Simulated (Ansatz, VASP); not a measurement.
**ZrB2: VASP beside Ansatz**

Wanted: the spread between two codes on one cell, functional and k mesh. The cell is taken from a series of runs on this material, whose earlier steps may have relaxed, scaled, displaced or heated it; both programs get it as it stands.

Program: Ansatz 0.2.0. Level of theory: plane waves, with VASP 6.6.1 beside it; zone-centre phonons at PBEsol. Results are calculated unless marked as measured.

## 1. The structure

It takes space group P6/mmm (No. 191, hexagonal). Conventional cell: a = 3.170 Å, b = 3.170 Å, c = 3.533 Å, α = 90.00°, β = 90.00°, γ = 120.00°. Nearest to Zr lie 12 B at 2.54 Å. Nearest to B lie 3 B at 1.83 Å and 6 Zr at 2.54 Å. Farther neighbours are not listed.

## 2. VASP: zone-centre phonons, PBEsol

Second derivatives magnify differences that forces hide, and they need a tight electronic threshold.

Lines of VASP's logs that name or quote its potential files are left out, and so is its time.

INCAR reads:

```
SYSTEM = ZrB2
PREC = Accurate
ENCUT = 500
EDIFF = 1E-08
NELM = 120
ISMEAR = 1
SIGMA = 0.2
LREAL = .FALSE.
ALGO = Normal
GGA = PS
NBANDS = 15
LASPH = .TRUE.
LORBIT = 11
LWAVE = .FALSE.
LCHARG = .FALSE.
ISIF = 2
IBRION = 8
GGA_COMPAT = .FALSE.
KPAR = 2
```

POSCAR reads:

```
ZrB2
1.0
    3.1700000000      0.0000000000      0.0000000000
   -1.5850000000      2.7453005300      0.0000000000
    0.0000000000      0.0000000000      3.5330000000
Zr B
1 2
Direct
    0.0000000000      0.0000000000      0.0000000000
    0.3333333333      0.6666666667      0.5000000000
    0.6666666667      0.3333333333      0.5000000000
```

KPOINTS reads:

```
Automatic mesh
0
Gamma
18 18 14
0 0 0
```

PAW data sets: Zr_sv and B (PBE family, release 64).

Command:

```console
$ mpirun -np 2 vasp_std
```

Numbers of over 12 decimals in the logs are rounded to 6 here.

Output:

```text
[banner, memory and clock lines left out]
running    2 mpi-ranks, on    1 nodes
 distrk:  each k-point on    1 cores,    2 groups
 distr:  one band on    1 cores,    1 groups

 POSCAR found type information on POSCAR ZrB
 POSCAR found :  2 types and       3 ions
|                                                                             |
|               ----> ADVICE to this user running VASP <----                  |
|                                                                             |
|     You enforced a specific xc type in the INCAR file but a different       |
|     [... a line on the potential file left out ...]
|     I HOPE YOU KNOW WHAT YOU ARE DOING!                                     |
|                                                                             |

 LDA part: xc-table for (Slater+PW92), standard interpolation
 POSCAR, INCAR and KPOINTS ok, starting setup
 FFT: planning ... GRIDC
 FFT: planning ... GRID_SOFT
 FFT: planning ... GRID
 WAVECAR not read
 entering main loop
       N       E                     dE             d eps       ncg     rms          rms(c)
DAV:   2    -0.246152668536E+02   -0.12462E+03   -0.12016E+03 11176   0.299E+02
DAV:   3    -0.288855408353E+02   -0.42703E+01   -0.42454E+01 14434   0.477E+01
DAV:   4    -0.289501990766E+02   -0.64658E-01   -0.64651E-01 10146   0.543E+00
DAV:   5    -0.289515641681E+02   -0.13651E-02   -0.13651E-02 13877   0.559E-01    0.222E+01
DAV:   6    -0.264451304161E+02    0.25064E+01   -0.58952E+00 11137   0.168E+01    0.915E+00
DAV:   7    -0.263999075085E+02    0.45223E-01   -0.68050E-01 13027   0.523E+00    0.326E+00
DAV:   8    -0.263995124152E+02    0.39509E-03   -0.95580E-02 10794   0.261E+00    0.507E-01
DAV:   9    -0.263959353759E+02    0.35770E-02   -0.19432E-02 11222   0.107E+00    0.191E-01
DAV:  10    -0.263956552738E+02    0.28010E-03   -0.13585E-03 10496   0.352E-01    0.387E-02
DAV:  11    -0.263956610884E+02   -0.58146E-05   -0.62769E-05 12514   0.746E-02    0.113E-02
DAV:  12    -0.263956594129E+02    0.16755E-05   -0.28769E-06 11394   0.119E-02    0.502E-03
DAV:  13    -0.263956592618E+02    0.15102E-06   -0.46786E-07 12902   0.549E-03    0.189E-03
DAV:  14    -0.263956592056E+02    0.56242E-07   -0.32644E-08  9685   0.181E-03    0.425E-04
DAV:  15    -0.263956591783E+02    0.27269E-07   -0.31864E-09  5259   0.500E-04    0.135E-04
DAV:  16    -0.263956591731E+02    0.52178E-08   -0.93310E-10  4867   0.255E-04
   1 F= -.26395659E+02 E0= -.26395499E+02  d E =-.479936E-03
 Linear response reoptimize wavefunctions to high precision
DAV:   1    -0.263956591723E+02    0.82423E-09   -0.27966E-10  6274   0.118E-04
DAV:   2    -0.263956591723E+02   -0.77307E-11   -0.10397E-10  4706   0.562E-05
 Linear response DOF=           4
 Linear response progress:
  Degree of freedom:   1/  4
       N       E                     dE             d eps       ncg     rms          rms(c)
RMM:   1    -0.685339054944E+00   -0.68534E+00    0.29839E+00 25119   0.150E+01
RMM:   2    -0.629819544614E+00    0.55520E-01   -0.18918E-01 34663   0.283E+00    0.175E-01
RMM:   3    -0.631052121819E+00   -0.12326E-02   -0.32291E-02 41853   0.870E-01    0.554E-02
RMM:   4    -0.632607893793E+00   -0.15558E-02   -0.55527E-03 51594   0.304E-01    0.311E-02
RMM:   5    -0.633100566243E+00   -0.49267E-03   -0.10079E-03 51943   0.117E-01    0.186E-02
RMM:   6    -0.633080128925E+00    0.20437E-04   -0.13891E-04 51730   0.516E-02    0.400E-03
RMM:   7    -0.633056850329E+00    0.23279E-04   -0.40390E-05 53729   0.247E-02    0.385E-03
RMM:   8    -0.633047773525E+00    0.90768E-05   -0.18904E-05 53895   0.136E-02    0.900E-04
RMM:   9    -0.633053407261E+00   -0.56337E-05   -0.10253E-05 54962   0.812E-03    0.176E-04
RMM:  10    -0.633054188752E+00   -0.78149E-06   -0.70183E-06 56034   0.518E-03    0.147E-04
RMM:  11    -0.633054660570E+00   -0.47182E-06   -0.46715E-06 57324   0.361E-03    0.188E-04
RMM:  12    -0.633051692607E+00    0.29680E-05   -0.38821E-06 54329   0.276E-03    0.219E-04
RMM:  13    -0.633051959951E+00   -0.26734E-06   -0.27838E-06 56525   0.211E-03    0.225E-04
RMM:  14    -0.633051268587E+00    0.69136E-06   -0.24142E-06 53833   0.170E-03    0.229E-04
[...]
RMM:  26    -0.633064721564E+00   -0.80217E-07   -0.35830E-07 54369   0.300E-04    0.744E-06
RMM:  27    -0.633064476691E+00    0.24487E-06   -0.31532E-07 45765   0.277E-04    0.201E-05
RMM:  28    -0.633064469275E+00    0.74163E-08   -0.28108E-07 50227   0.243E-04    0.249E-05
RMM:  29    -0.633064541175E+00   -0.71900E-07   -0.24964E-07 45161   0.220E-04    0.269E-05
RMM:  30    -0.633064493149E+00    0.48026E-07   -0.22535E-07 42483   0.199E-04    0.320E-05
RMM:  31    -0.633064573245E+00   -0.80096E-07   -0.20190E-07 46771   0.182E-04    0.327E-05
RMM:  32    -0.633064618555E+00   -0.45310E-07   -0.18262E-07 48008   0.166E-04    0.344E-05
RMM:  33    -0.633064611269E+00    0.72862E-08   -0.16373E-07 30853   0.150E-04    0.373E-05
 first order change of Fermi-energy   0.41277E-04
 force on displaced ion       1 direction 1 : -13.085  -0.000   0.000
 Linear response progress:
  Degree of freedom:   2/  4
       N       E                     dE             d eps       ncg     rms          rms(c)
RMM:   1    -0.760500416791E+00   -0.76050E+00    0.26668E+00 10297   0.148E+01
RMM:   2    -0.704593327909E+00    0.55907E-01   -0.16408E-01 13837   0.268E+00    0.198E-01
RMM:   3    -0.707632136010E+00   -0.30388E-02   -0.36101E-02 16366   0.814E-01    0.625E-02
RMM:   4    -0.709967292212E+00   -0.23352E-02   -0.65472E-03 19033   0.281E-01    0.373E-02
RMM:   5    -0.710262339819E+00   -0.29505E-03   -0.11458E-03 20026   0.106E-01    0.258E-02
RMM:   6    -0.710084817654E+00    0.17752E-03   -0.12312E-04 19832   0.500E-02    0.703E-03
RMM:   7    -0.710142681168E+00   -0.57864E-04   -0.46814E-05 20705   0.219E-02    0.204E-03
RMM:   8    -0.710145999622E+00   -0.33185E-05   -0.21629E-05 21556   0.111E-02    0.797E-04
RMM:   9    -0.710149716131E+00   -0.37165E-05   -0.14400E-05 21562   0.659E-03    0.684E-04
RMM:  10    -0.710151306925E+00   -0.15908E-05   -0.11719E-05 21343   0.455E-03    0.615E-05
RMM:  11    -0.710152451627E+00   -0.11447E-05   -0.83884E-06 22184   0.316E-03    0.358E-05
RMM:  12    -0.710152946069E+00   -0.49444E-06   -0.70192E-06 22169   0.236E-03    0.712E-05
RMM:  13    -0.710151730316E+00    0.12158E-05   -0.49570E-06 20764   0.185E-03    0.147E-04
RMM:  14    -0.710154002622E+00   -0.22723E-05   -0.38439E-06 20035   0.152E-03    0.411E-05
[...]
RMM:  23    -0.710158030498E+00   -0.65068E-08   -0.47811E-07 18667   0.263E-04    0.132E-05
RMM:  24    -0.710158015394E+00    0.15103E-07   -0.35307E-07 16203   0.223E-04    0.167E-05
RMM:  25    -0.710158038470E+00   -0.23076E-07   -0.32390E-07 16171   0.190E-04    0.190E-05
RMM:  26    -0.710158037917E+00    0.55309E-09   -0.23833E-07 13549   0.163E-04    0.213E-05
RMM:  27    -0.710158040683E+00   -0.27660E-08   -0.22376E-07 12404   0.139E-04    0.232E-05
RMM:  28    -0.710158039617E+00    0.10662E-08   -0.16641E-07 11725   0.120E-04    0.249E-05
RMM:  29    -0.710158042587E+00   -0.29702E-08   -0.15808E-07 11400   0.103E-04    0.264E-05
RMM:  30    -0.710158028822E+00    0.13765E-07   -0.11957E-07 12428   0.894E-05    0.278E-05
 first order change of Fermi-energy   0.23613E-03
 force on displaced ion       1 direction 3 :   0.000  -0.000 -14.028
 Linear response progress:
  Degree of freedom:   3/  4
       N       E                     dE             d eps       ncg     rms          rms(c)
RMM:   1    -0.472779632656E-01   -0.47278E-01   -0.22540E-02 95841   0.103E+00
RMM:   2    -0.423809640187E-01    0.48970E-02   -0.23163E-03 78297   0.249E-01    0.138E-01
RMM:   3    -0.423473827141E-01    0.33581E-04   -0.64599E-04 74920   0.122E-01    0.691E-02
RMM:   4    -0.427955655678E-01   -0.44818E-03   -0.39913E-04 73285   0.952E-02    0.826E-03
RMM:   5    -0.427990182520E-01   -0.34527E-05   -0.49496E-05 87531   0.272E-02    0.224E-03
RMM:   6    -0.427995620459E-01   -0.54379E-06   -0.96897E-06 93704   0.968E-03    0.115E-03
RMM:   7    -0.427963268648E-01    0.32352E-05   -0.18387E-06 93046   0.454E-03    0.275E-04
RMM:   8    -0.427979775863E-01   -0.16507E-05   -0.64702E-08 97444   0.207E-03    0.143E-04
RMM:   9    -0.427975375189E-01    0.44007E-06    0.25393E-07 98444   0.957E-04    0.321E-05
RMM:  10    -0.427977310511E-01   -0.19353E-06   -0.32741E-08 97849   0.465E-04    0.233E-05
RMM:  11    -0.427976103893E-01    0.12066E-06    0.76437E-08 98245   0.232E-04    0.739E-06
RMM:  12    -0.427976082938E-01    0.20955E-08   -0.81192E-09100161   0.118E-04    0.522E-06
 first order change of Fermi-energy   0.18920E-04
 force on displaced ion       2 direction 1 : -15.042  -0.001   0.000
 Linear response progress:
  Degree of freedom:   4/  4
       N       E                     dE             d eps       ncg     rms          rms(c)
RMM:   1    -0.467400420981E-01   -0.46740E-01   -0.24382E-03 32686   0.108E+00
RMM:   2    -0.441062995516E-01    0.26337E-02   -0.18887E-03 26364   0.242E-01    0.114E-01
RMM:   3    -0.440784313185E-01    0.27868E-04   -0.85874E-04 25786   0.138E-01    0.530E-02
RMM:   4    -0.444457929936E-01   -0.36736E-03   -0.33028E-04 27217   0.873E-02    0.119E-02
RMM:   5    -0.445101378512E-01   -0.64345E-04   -0.52428E-05 29769   0.330E-02    0.384E-03
RMM:   6    -0.445200826405E-01   -0.99448E-05   -0.12045E-05 31368   0.130E-02    0.775E-04
RMM:   7    -0.445131845723E-01    0.68981E-05   -0.47608E-07 31940   0.559E-03    0.251E-04
RMM:   8    -0.445138684096E-01   -0.68384E-06   -0.77924E-07 31918   0.268E-03    0.132E-04
RMM:   9    -0.445130212291E-01    0.84718E-06   -0.56432E-07 31995   0.137E-03    0.925E-05
RMM:  10    -0.445135019525E-01   -0.48072E-06   -0.25930E-07 32355   0.725E-04    0.136E-05
RMM:  11    -0.445135182988E-01   -0.16346E-07   -0.11116E-07 34355   0.358E-04    0.121E-05
RMM:  12    -0.445135172392E-01    0.10596E-08    0.67369E-09 33808   0.178E-04    0.782E-06
 first order change of Fermi-energy  -0.10238E-03
 force on displaced ion       2 direction 3 :  -0.000   0.000  -9.508
 Linear response finished
```

Parts of OUTCAR (step 2):

```text
ion  position               nearest neighbor table
   1  0.000  0.000  0.000-   2 2.54   3 2.54   2 2.54   3 2.54   3 2.54   3 2.54   2 2.54   2 2.54
                             3 2.54   3 2.54   2 2.54   2 2.54
   2  0.333  0.667  0.500-   3 1.83   3 1.83   3 1.83   1 2.54   1 2.54   1 2.54   1 2.54   1 2.54
                             1 2.54
   3  0.667  0.333  0.500-   2 1.83   2 1.83   2 1.83   1 2.54   1 2.54   1 2.54   1 2.54   1 2.54
                             1 2.54

  LATTYP: Found a hexagonal cell.
 ALAT       =     3.1700000000
 C/A-ratio  =     1.1145110410

 Subroutine GETGRP returns: Found 24 space group operations
 (whereof 24 operations were pure point group operations)

The static configuration has the point symmetry D_6h.

 Found    296 irreducible k-points:

   k-points           NKPTS =    296   k-points in BZ     NKDIM =    296   number of bands    NBANDS=     15

   dimension x,y,z NGX =    24 NGY =   24 NGZ =   28
   dimension x,y,z NGXF=    48 NGYF=   48 NGZF=   56

   ENCUT  =  500.0 eV  36.75 Ry    6.06 a.u.   5.78  5.78  6.44*2*pi/ulx,y,z

   NELECT =      18.0000    total number of electrons

 k-points in reciprocal lattice and weights: Automatic mesh
   0.00000000  0.00000000  0.00000000       0.000
   0.05555556  0.00000000  0.00000000       0.001
   0.11111111  0.00000000  0.00000000       0.001
   0.16666667  0.00000000  0.00000000       0.001
   0.22222222  0.00000000  0.00000000       0.001
   0.27777778  0.00000000  0.00000000       0.001
   0.33333333  0.00000000  0.00000000       0.001
   0.38888889  0.00000000  0.00000000       0.001
   0.44444444  0.00000000  0.00000000       0.001
[...]
0.33333333  0.27777778  0.50000000       0.003
   0.33333333  0.33333333  0.50000000       0.000

 average (electrostatic) potential at core
       1 -72.5929       2 -22.1257       3 -22.1257

  Total       -0.6742842     -0.6742842     -0.8128833      0.0000000     -0.0000000      0.0000000
  in kB      -35.1366829    -35.1366829    -42.3590307      0.0000000     -0.0000000      0.0000000
  external PRESSURE =     -37.5441321 kB  Pullay stress =       0.0000000 kB

  energy-cutoff  :      500.00
  volume of cell :       30.75
      direct lattice vectors                 reciprocal lattice vectors
     3.170000000  0.000000000  0.000000000     0.315457413  0.182129422  0.000000000
    -1.585000000  2.745300530  0.000000000     0.000000000  0.364258845  0.000000000
     0.000000000  0.000000000  3.533000000     0.000000000  0.000000000  0.283045570

 POSITION                                       TOTAL-FORCE (eV/Angst)
 -----------------------------------------------------------------------------------
      0.00000      0.00000      0.00000         0.000000      0.000000      0.000000
     -0.00000      1.83020      1.76650        -0.000000      0.000000      0.000000
      1.58500      0.91510      1.76650         0.000000     -0.000000      0.000000
 -----------------------------------------------------------------------------------
    total drift:                               -0.000000      0.000000      0.000000

 Eigenvectors and eigenvalues of the dynamical matrix
 ----------------------------------------------------

   1 f  =   23.072144 THz   144.966556 2PiTHz  769.603882 cm-1    95.418677 meV
             X         Y         Z           dx          dy          dz
      0.000000  0.000000  0.000000     0.000000   -0.000000   -0.000000
     -0.000000  1.830200  1.766500     0.000115    0.707107    0.000000
      1.585000  0.915100  1.766500    -0.000115   -0.707107   -0.000000

   2 f  =   23.072144 THz   144.966556 2PiTHz  769.603882 cm-1    95.418677 meV
             X         Y         Z           dx          dy          dz
      0.000000  0.000000  0.000000     0.000000    0.000000    0.000000
     -0.000000  1.830200  1.766500     0.707107   -0.000115   -0.000000
      1.585000  0.915100  1.766500    -0.707107    0.000115    0.000000

   3 f  =   16.473928 THz   103.508744 2PiTHz  549.511097 cm-1    68.130662 meV
             X         Y         Z           dx          dy          dz
      0.000000  0.000000  0.000000     0.000000   -0.000000   -0.000000
     -0.000000  1.830200  1.766500    -0.000000    0.000000   -0.707107
      1.585000  0.915100  1.766500    -0.000000    0.000000    0.707107

   4 f  =   14.003140 THz    87.984321 2PiTHz  467.094458 cm-1    57.912306 meV
             X         Y         Z           dx          dy          dz
      0.000000  0.000000  0.000000     0.000000   -0.000000    0.437794
     -0.000000  1.830200  1.766500    -0.000000    0.000000   -0.635742
      1.585000  0.915100  1.766500    -0.000000    0.000000   -0.635742

   5 f  =   13.520971 THz    84.954767 2PiTHz  451.011051 cm-1    55.918218 meV
             X         Y         Z           dx          dy          dz
      0.000000  0.000000  0.000000     0.000001    0.437902    0.000000
     -0.000000  1.830200  1.766500    -0.000002   -0.635705   -0.000000
      1.585000  0.915100  1.766500    -0.000002   -0.635705   -0.000000

   6 f  =   13.520971 THz    84.954767 2PiTHz  451.011051 cm-1    55.918218 meV
             X         Y         Z           dx          dy          dz
      0.000000  0.000000  0.000000    -0.437902    0.000001    0.000000
     -0.000000  1.830200  1.766500     0.635705   -0.000002   -0.000000
      1.585000  0.915100  1.766500     0.635705   -0.000002   -0.000000

   7 f/i=    0.001022 THz     0.006419 2PiTHz    0.034079 cm-1     0.004225 meV
             X         Y         Z           dx          dy          dz
      0.000000  0.000000  0.000000     0.000000    0.000000   -0.899075
     -0.000000  1.830200  1.766500     0.000000    0.000000   -0.309567
      1.585000  0.915100  1.766500     0.000000    0.000000   -0.309567

   8 f/i=    0.002606 THz     0.016374 2PiTHz    0.086929 cm-1     0.010778 meV
             X         Y         Z           dx          dy          dz
      0.000000  0.000000  0.000000    -0.096002   -0.893882   -0.000000
     -0.000000  1.830200  1.766500    -0.033065   -0.307873   -0.000000
      1.585000  0.915100  1.766500    -0.033065   -0.307873   -0.000000

   9 f/i=    0.002606 THz     0.016374 2PiTHz    0.086929 cm-1     0.010778 meV
             X         Y         Z           dx          dy          dz
      0.000000  0.000000  0.000000     0.893882   -0.096002    0.000000
     -0.000000  1.830200  1.766500     0.307873   -0.033065    0.000000
      1.585000  0.915100  1.766500     0.307873   -0.033065    0.000000

 ELASTIC MODULI CONTR FROM IONIC RELAXATION (kBar)
 Direction    XX          YY          ZZ          XY          YZ          ZX
 --------------------------------------------------------------------------------
 XX          -7.8690      7.8690      0.0000     -0.0000      0.0000     -0.0000
 YY           7.8690     -7.8690     -0.0000      0.0000     -0.0000      0.0000
 ZZ           0.0000     -0.0000     -0.0000      0.0000     -0.0000      0.0000
 XY          -0.0000      0.0000      0.0000     -7.8690     -0.0000      0.0000
 YZ           0.0000     -0.0000     -0.0000     -0.0000     -0.0000      0.0000
 ZX          -0.0000      0.0000      0.0000      0.0000      0.0000     -0.0000
 --------------------------------------------------------------------------------
```

(Continued in part 2 of 2.)

[Lines on the potential files, build, host, timing and source positions are cut from VASP's logs without a mark.]

[Logs are printed without paths, hosts, clocks, repeated set-up lines and the standing remarks that a program may print on its own settings, such as how far it seeks lower states.]

[Hosts, paths, dates, database ids (printed as entryN), source tags and the programs' standing remarks are cut or masked in the printed files.]
